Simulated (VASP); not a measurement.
Data:

```yaml
crystal:
  lattice:
    - [0.00000, 2.32586, 2.32586]
    - [2.32586, 0.00000, 2.32586]
    - [2.32586, 2.32586, 0.00000]
  atoms:
    - { symbol: Hf, position: [0.00000, 0.00000, 0.00000] }
    - { symbol: C, position: [0.50000, 0.50000, 0.50000] }
```

These are PW91 GGA, VASP's PBE PAW potentials (set 64) (plane waves; VASP) values and carry that method's errors. Settings: 520 eV cut-off, 15×15×15 Γ-centred mesh, tetrahedra with Blöchl corrections, potentials Hf_pv C.

Unless said otherwise, spin-orbit coupling is left out, though it shifts the bands of the heavy elements here.

**Question.** Predict the energy per atom (σ→0), band gap (on the k-mesh) with the smallest direct gap where there is one.

**Answer.** 
```yaml
band gap (on the k-mesh): none (metal, semimetal or under 0.01 eV)
energy per atom (σ→0): -10.518 eV/atom
```

Total energies compare only between runs with the same potentials, cut-off and functional.

The compound is HfC in the rock salt structure. It was relaxed first.
